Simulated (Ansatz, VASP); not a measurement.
# SiC (Moissanite 3C) in two plane-wave programs

Wanted: the spread between two codes on one cell, functional and k mesh. The cell is taken from a series of runs on this material, whose earlier steps may have relaxed, scaled, displaced or heated it; both programs get it as it stands.

Main program and level: Ansatz 0.2.0; plane waves, with VASP 6.6.1 beside it; single point at LDA.

**1. Set-up**

The structure is cubic, space group F-43m (No. 216). Conventional cell: a = 4.351 Å, b = 4.351 Å, c = 4.351 Å, α = 90.00°, β = 90.00°, γ = 90.00°. Si has 4 C at 1.88 Å nearest. Nearest to C lie 4 Si at 1.88 Å. Farther neighbours are not listed.

**2. Ansatz: single point, LDA, pair 1**

Ansatz runs on its default PAW (the set named soft_2) files.

A single point gives forces, pressure and levels at one fixed geometry, so differences don't come from the geometry; what else differs is listed under the comparison.

The input, input.yaml:

```yaml
crystal:
  lattice:
    - [0.0, 2.175252878, 2.175252878]
    - [2.175252878, 0.0, 2.175252878]
    - [2.175252878, 2.175252878, 0.0]
  atoms:
    - { symbol: Si, position: [0.0, 0.0, 0.0] }
    - { symbol: C, position: [0.25, 0.25, 0.25] }
kpoints:
  mp_grid: { grid: [12, 12, 12] }
hamiltonian:
  xc: lda
scf:
  occupations: { method: fixed }
output:
  forces: true
  stress: true
  eigenvalues: true
```

Launch:

```
> ansatz run input.yaml --threads 4 --pin off --max-ram 8192MiB --backend cpu --events-out ev --progress --plain --runs-dir out
```

Numbers of over 12 decimals in the logs are rounded to 6 here.

What it wrote:

```text
Engine: ansatz 0.2.0, aarch64-unknown-linux-gnu
Pseudopotentials: kind: paw
Pseudopotential: Si, paw, valence charge 4, recommended cutoff 420 eV (normal), Si.paw.azcp
Pseudopotential: C, paw, valence charge 4, recommended cutoff 420 eV (normal), C.paw.azcp
Functional definition: SPW92
  exchange = slater_x
  correlation = pw_c
Crystal: 2 atoms, lattice volume = 20.585 Å³
Basis set: ecut = 420 eV, 411 PW (Γ)
Bands: 8, of which v1, the nominal top of the filled ones, is band 4 counted from 1 (3 counted from 0)
Symmetry: 24 space group operations
Space group: F-43m (ITA 216), of the structure as read, at distance tolerance 2.7e-5 Å
k-points: 72 of 1728 (time reversal used)
Non-local potential: Si, projectors of the file, l = 0: 2, l = 1: 2, l = 2: 2
Non-local potential: C, projectors of the file, l = 0: 2, l = 1: 2, l = 2: 1
PAW form: soft (Blöchl's): semilocal exchange-correlation on the pseudo side does not see the compensation charge
PAW frozen core: Si, regenerated for the run's functional, and the local potential with it (the file was generated under x = pbe(κ = 0.804, μ = 0.219515), c = pbe(β = 0.066725))
PAW frozen core: C, regenerated for the run's functional, and the local potential with it (the file was generated under x = pbe(κ = 0.804, μ = 0.219515), c = pbe(β = 0.066725))
PAW one-centre angular grid: Si, 110 points (default); XC on 64 Gauss nodes
PAW one-centre angular grid: C, 110 points (default); XC on 64 Gauss nodes
Initial density: superposition of atomic densities (neutral atoms: chi_scale 0, normalization atom), corrected by the library's trained network
Initial wavefunctions: pseudopotential atomic-orbital guess
Functional: x = slater, c = lda
SCF iter   1: F=—  HF=-852.201278 eV  |F-HF|=—  |Δ(HF+E_count)|=         —  Δρ=7.63e-3  dr2=1.24e-2  ethr=1.77e-3  ⟨swp⟩=4.6  Hψ=4070  notcnv=0  defer=120
preconditioner: auto → none  [insulator: Δε(μ)=1.239 eV  Ē_g=13.931 eV  n_scr=0 (ndim 8)  ℏωp=23.1 eV  f_vac=0.000  ε∞_Penn≈3.8]
SCF iter   2: F=—  HF=-852.197912 eV  |F-HF|=—  |Δ(HF+E_count)|=   3.37e-3  Δρ=3.52e-3  dr2=1.25e-3  ethr=1.55e-4  ⟨swp⟩=2.3  Hψ=1357  notcnv=0  defer=137
SCF iter   3: F=—  HF=-852.197576 eV  |F-HF|=—  |Δ(HF+E_count)|=   3.35e-4  Δρ=1.47e-3  dr2=1.76e-4  ethr=1.56e-5  ⟨swp⟩=2.4  Hψ=941  notcnv=0  defer=133
SCF iter   4: F=—  HF=-852.197534 eV  |F-HF|=—  |Δ(HF+E_count)|=   4.28e-5  Δρ=2.56e-4  dr2=5.74e-6  ethr=2.20e-6  ⟨swp⟩=1.0  Hψ=576  notcnv=0  defer=28
SCF iter   5: F=—  HF=-852.197533 eV  |F-HF|=—  |Δ(HF+E_count)|=   8.18e-7  Δρ=1.40e-5  dr2=1.76e-8  ethr=7.18e-8  ⟨swp⟩=1.7  Hψ=724  notcnv=0
SCF iter   6: F=-852.197533 eV  HF=-852.197533 eV  |F-HF|=5.73e-11  |Δ(HF+E_count)|=   6.05e-9  Δρ=1.55e-6  dr2=1.77e-10  ethr=2.20e-10  ⟨swp⟩=3.5  Hψ=3050  notcnv=0
SCF 1 converged in 6 iterations: F = -852.197533 eV  dr2 = 1.77e-10
  greatest PAW one-centre occupation: 0.638 electrons in one spin orbital (limit 2), on the C atom at site 1 (counted from 0), in its partial waves of l = 0
SCF converged after 6 iterations
Free energy (F): -852.197533 eV
Harris-Foulkes:  -852.197533 eV  (|F-HF|=5.73e-11)
Internal energy: -852.197533 eV  (E = F + TS)
E sigma→0 (E₀):  -852.197533 eV
Fermi energy:    9.308682 eV
--- Per-component energies (eV) ---
  E_band       = 27.454947
  E_kinetic    = 135.979338
  E_local      = -105.946337  (includes V_loc(G=0)·N_el)
  E_nonlocal   = 53.979337
  E_hartree    = 31.720065
  E_xc         = -104.797879
  E_vxc        = -109.484818  (∫ρ·V_xc dr)
  E_paw        = -578.004883  (= ΣΔE_a)
  E_vpaw       = -10.512657  (= ΣTr[D̂ρ^β])
  E_aug_tail   = 0.000015  (compensation charges beyond the density's cutoff)
  E_ewald      = -285.274353
  E_core_change = 0.147163  (= ΣΔE_core)
  E_smearing   = -0.000000  (= −TS)
  E_closure    = -0.000000  (closes the sum)
  Σ components = -852.197533   (vs F -852.197533, Δ=0.00e0)
--- Forces (eV/Å), atoms counted from 1 ---
  atom   1  Si     0.00000000    -0.00000000     0.00000000
  atom   2  C     -0.00000000     0.00000000     0.00000000
  max |Σ_I F_I| component: 2.59e-16 eV/Å
--- Stress (GPa, compression-positive) ---
       -3.318379       0.000000      -0.000000
       -0.000000      -3.318379       0.000000
       -0.000000       0.000000      -3.318379
  P = ⅓ Tr σ = -3.3184 GPa (-33.184 kbar)
--- Band table (eV; the first three rows and the last of 72) ---
  k-point 0: bands = ["-6.0504", "9.3087", "9.3087", "9.3087", "15.6365", "16.5435", "16.5435", "16.5435"]
  k-point 1: bands = ["-5.9135", "8.5899", "9.2132", "9.2132", "15.8407", "16.7128", "16.7189", "16.7189"]
  k-point 2: bands = ["-5.5068", "6.9525", "8.9771", "8.9771", "15.6535", "17.0603", "17.0603", "17.6251"]
  k-point 71: bands = ["-0.6780", "2.2666", "4.2681", "4.5809", "14.4550", "18.6941", "18.7145", "18.9532"]
```

The run ends at a pressure of -3.32 GPa.

**3. VASP: single point, LDA, pair 1**

The same cell, functional (in two slightly different forms) and mesh now go to VASP, with its own data sets.

Lines of VASP's logs that name or quote its potential files are left out, and so is its time.

The input, INCAR:

```
SYSTEM = SiC
PREC = Accurate
ENCUT = 600
EDIFF = 1E-06
NELM = 120
ISMEAR = 0
SIGMA = 0.01
LREAL = .FALSE.
ALGO = Normal
GGA = PW92
NBANDS = 10
LORBIT = 11
LWAVE = .FALSE.
LCHARG = .FALSE.
ISIF = 2
LASPH = .TRUE.
GGA_COMPAT = .FALSE.
EFERMI = MIDGAP
```

The input, POSCAR:

```
SiC
1.0
    0.0000000000      2.1752528780      2.1752528780
    2.1752528780      0.0000000000      2.1752528780
    2.1752528780      2.1752528780      0.0000000000
Si C
1 1
Direct
    0.0000000000      0.0000000000      0.0000000000
    0.2500000000      0.2500000000      0.2500000000
```

The input, KPOINTS:

```
Automatic mesh
0
Gamma
12 12 12
0 0 0
```

The projector-augmented-wave data sets are Si and C (LDA family, release 64).

Launch:

```
> mpirun -np 1 vasp_std
```

What it wrote:

```text
[banner, memory and clock lines left out]
running    1 mpi-ranks, on    1 nodes
 distrk:  each k-point on    1 cores,    1 groups
 distr:  one band on    1 cores,    1 groups

 POSCAR found type information on POSCAR SiC
 POSCAR found :  2 types and       2 ions
|                                                                             |
|               ----> ADVICE to this user running VASP <----                  |
|                                                                             |
|     You enforced a specific xc type in the INCAR file but a different       |
|     [... a line on the potential file left out ...]
|     I HOPE YOU KNOW WHAT YOU ARE DOING!                                     |
|                                                                             |

 LDA part: xc-table for (Slater(with rela. corr.)+PW92), standard interpolation
 POSCAR, INCAR and KPOINTS ok, starting setup
 FFT: planning ... GRIDC
 FFT: planning ... GRID_SOFT
 FFT: planning ... GRID
 WAVECAR not read
 entering main loop
       N       E                     dE             d eps       ncg     rms          rms(c)
DAV:   1     0.363474904260E+01    0.36347E+01   -0.42942E+03  1480   0.759E+02
DAV:   2    -0.179874663615E+02   -0.21622E+02   -0.20266E+02  1898   0.116E+02
DAV:   3    -0.187056642547E+02   -0.71820E+00   -0.71634E+00  1686   0.189E+01
DAV:   4    -0.187092123341E+02   -0.35481E-02   -0.35478E-02  1700   0.163E+00
DAV:   5    -0.187092307742E+02   -0.18440E-04   -0.18440E-04  1658   0.107E-01    0.912E+00
DAV:   6    -0.167444235260E+02    0.19648E+01   -0.75465E+00  1504   0.131E+01    0.400E+00
DAV:   7    -0.166734331145E+02    0.70990E-01   -0.37447E-01  1678   0.384E+00    0.179E+00
DAV:   8    -0.166528705205E+02    0.20563E-01   -0.26821E-02  1538   0.106E+00    0.177E-01
DAV:   9    -0.166525066605E+02    0.36386E-03   -0.18052E-03  1764   0.247E-01    0.946E-02
DAV:  10    -0.166525220050E+02   -0.15345E-04   -0.11516E-04  1532   0.715E-02    0.317E-02
DAV:  11    -0.166525223807E+02   -0.37572E-06   -0.35262E-06  1650   0.125E-02
   1 F= -.16652522E+02 E0= -.16652522E+02  d E =0.000000E+00
```

Parts of OUTCAR (step 3):

```text
ion  position               nearest neighbor table
   1  0.000  0.000  0.000-   2 1.88   2 1.88   2 1.88   2 1.88
   2  0.250  0.250  0.250-   1 1.88   1 1.88   1 1.88   1 1.88

  LATTYP: Found a face centered cubic cell.
 ALAT       =     4.3505057560

 Subroutine GETGRP returns: Found 24 space group operations
 (whereof 24 operations were pure point group operations)

The static configuration has the point symmetry T_d .

 Found     72 irreducible k-points:

   k-points           NKPTS =     72   k-points in BZ     NKDIM =     72   number of bands    NBANDS=     10

   dimension x,y,z NGX =    28 NGY =   28 NGZ =   28
   dimension x,y,z NGXF=    56 NGYF=   56 NGZF=   56

   ENCUT  =  600.0 eV  44.10 Ry    6.64 a.u.   6.14  6.14  6.14*2*pi/ulx,y,z

   NELECT =       8.0000    total number of electrons

 k-points in reciprocal lattice and weights: Automatic mesh
   0.00000000  0.00000000  0.00000000       0.001
   0.08333333  0.00000000  0.00000000       0.005
   0.16666667  0.00000000  0.00000000       0.005
   0.25000000  0.00000000  0.00000000       0.005
   0.33333333  0.00000000  0.00000000       0.005
   0.41666667  0.00000000  0.00000000       0.005
   0.50000000  0.00000000  0.00000000       0.002
   0.08333333  0.08333333  0.00000000       0.003
   0.16666667  0.08333333  0.00000000       0.014
[...]
-0.33333333  0.50000000  0.16666667       0.007
  -0.25000000  0.50000000  0.25000000       0.003

 average (electrostatic) potential at core
       1 -81.8749       2 -48.9648

 E-fermi :   8.7723

 k-point     1 :       0.0000    0.0000    0.0000
  band No.  band energies     occupation
      1      -7.2339      2.00000
      2       8.1192      2.00000
      3       8.1192      2.00000
      4       8.1192      2.00000
      5      14.4734      0.00000
      6      15.3508      0.00000
      7      15.3508      0.00000
      8      15.3508      0.00000
      9      22.6137      0.00000
    ...

 k-point     2 :       0.0833    0.0000    0.0000
  band No.  band energies     occupation
      1      -7.0971      2.00000
      2       7.4007      2.00000
      3       8.0237      2.00000
      4       8.0237      2.00000
      5      14.6708      0.00000
      6      15.5264      0.00000
      7      15.5264      0.00000
      8      15.5266      0.00000
      9      21.8530      0.00000
    ...

 k-point     3 :       0.1667    0.0000    0.0000
  band No.  band energies     occupation
      1      -6.6905      2.00000
      2       5.7647      2.00000
      3       7.7876      2.00000
      4       7.7876      2.00000
      5      14.4750      0.00000
      6      15.8680      0.00000
      7      15.8680      0.00000
      8      16.4474      0.00000
      9      21.0543      0.00000
    ...

  Total       -0.4289500     -0.4289500     -0.4289500      0.0000000      0.0000000     -0.0000000
  in kB      -33.3855070    -33.3855070    -33.3855070      0.0000000      0.0000000     -0.0000000
  external PRESSURE =     -33.3855070 kB  Pullay stress =       0.0000000 kB

  energy-cutoff  :      600.00
  volume of cell :       20.59
      direct lattice vectors                 reciprocal lattice vectors
     0.000000000  2.175252878  2.175252878    -0.229858333  0.229858333  0.229858333
     2.175252878  0.000000000  2.175252878     0.229858333 -0.229858333  0.229858333
     2.175252878  2.175252878  0.000000000     0.229858333  0.229858333 -0.229858333

 POSITION                                       TOTAL-FORCE (eV/Angst)
 -----------------------------------------------------------------------------------
      0.00000      0.00000      0.00000         0.000000      0.000000      0.000000
      1.08763      1.08763      1.08763        -0.000000     -0.000000      0.000000
 -----------------------------------------------------------------------------------
    total drift:                               -0.000000     -0.000000     -0.000000

  FREE ENERGIE OF THE ION-ELECTRON SYSTEM (eV)
  ---------------------------------------------------
  free  energy   TOTEN  =       -16.6525223807 eV

  energy  without entropy=      -16.6525223807  energy(sigma->0) =      -16.65252238

 total charge
# of ion       s       p       d       tot
------------------------------------------
    1        0.713   0.986   0.000   1.699
    2        0.827   1.717   0.000   2.544
--------------------------------------------------
tot          1.540   2.703   0.000   4.243

[... 3 further parts left out ...]
```

The run ends at a pressure of -3.34 GPa.

**4. Differences**

Known differences besides the potentials themselves: fixed occupations in Ansatz, narrow Gaussian smearing in VASP; the cutoff is 420 eV in Ansatz and 600 eV in VASP; VASP's log shows a relativistic correction to its local exchange, Ansatz's none. Total energies have different zeros and are not compared.

The two programs side by side:

| quantity | Ansatz | VASP | difference |
| --- | --- | --- | --- |
| pressure (GPa) | -3.32 | -3.34 | +0.02 |
| gap on the k mesh (eV) | 1.313 | 1.306 | +0.007 |

A gap on the mesh is an upper bound, since the band edges may lie between its points.

**5. VASP: single point, LDA, pair 2**

A single point gives forces, pressure and levels at one fixed geometry, so differences don't come from the geometry; what else differs is listed under the comparison. The cell compared in this pair holds 20.89 Å³, against 20.59 Å³ for the pair before.

INCAR is that of step 3.

The input, POSCAR:

```
SiC
1.0
    0.0000000000      2.1859160527      2.1859160527
    2.1859160527      0.0000000000      2.1859160527
    2.1859160527      2.1859160527      0.0000000000
Si C
1 1
Direct
    0.0000000000      0.0000000000      0.0000000000
    0.2500000000      0.2500000000      0.2500000000
```

KPOINTS is that of step 3.

Launch:

```
> mpirun -np 1 vasp_std
```

What it wrote:

```text
[banner, memory and clock lines left out]
running    1 mpi-ranks, on    1 nodes
[...]
[... a notice as in an earlier step ...]

 LDA part: xc-table for (Slater(with rela. corr.)+PW92), standard interpolation
 POSCAR, INCAR and KPOINTS ok, starting setup
[...]
entering main loop
       N       E                     dE             d eps       ncg     rms          rms(c)
DAV:   1     0.521543180367E+01    0.52154E+01   -0.43676E+03  1474   0.761E+02
DAV:   2    -0.179030945289E+02   -0.23119E+02   -0.22336E+02  1906   0.122E+02
DAV:   3    -0.186523374739E+02   -0.74924E+00   -0.74822E+00  1740   0.194E+01
DAV:   4    -0.186557156056E+02   -0.33781E-02   -0.33779E-02  1640   0.163E+00
[...]
DAV:   9    -0.166435353252E+02    0.36968E-03   -0.18216E-03  1780   0.247E-01    0.943E-02
DAV:  10    -0.166435516307E+02   -0.16306E-04   -0.11930E-04  1524   0.725E-02    0.314E-02
DAV:  11    -0.166435519312E+02   -0.30045E-06   -0.41418E-06  1670   0.132E-02
   1 F= -.16643552E+02 E0= -.16643552E+02  d E =0.000000E+00
```

Parts of OUTCAR (step 5):

```text
  Total       -0.8373760     -0.8373760     -0.8373760      0.0000000      0.0000000     -0.0000000
  in kB      -64.2244861    -64.2244861    -64.2244861      0.0000000      0.0000000     -0.0000000
  external PRESSURE =     -64.2244861 kB  Pullay stress =       0.0000000 kB

 POSITION                                       TOTAL-FORCE (eV/Angst)
 -----------------------------------------------------------------------------------
      0.00000      0.00000      0.00000        -0.000000     -0.000000     -0.000000
      1.09296      1.09296      1.09296         0.000000      0.000000      0.000000
 -----------------------------------------------------------------------------------
    total drift:                               -0.000000     -0.000000     -0.000000

  FREE ENERGIE OF THE ION-ELECTRON SYSTEM (eV)
  ---------------------------------------------------
  free  energy   TOTEN  =       -16.6435519312 eV

  energy  without entropy=      -16.6435519312  energy(sigma->0) =      -16.64355193

[... 1 part as in an earlier step ...]

[... 2 further parts left out ...]
[key lines of the parts left out:]
E-fermi :   8.6119
```

The run ends at a pressure of -6.42 GPa.

(Continued in part 2 of 2.)

[Lines on the potential files, build, host, timing and source positions are cut from VASP's logs without a mark.]

[Logs are printed without paths, hosts, clocks, repeated set-up lines and the standing remarks that a program may print on its own settings, such as how far it seeks lower states.]

[Hosts, paths, dates, database ids (printed as entryN), source tags and the programs' standing remarks are cut or masked in the printed files.]
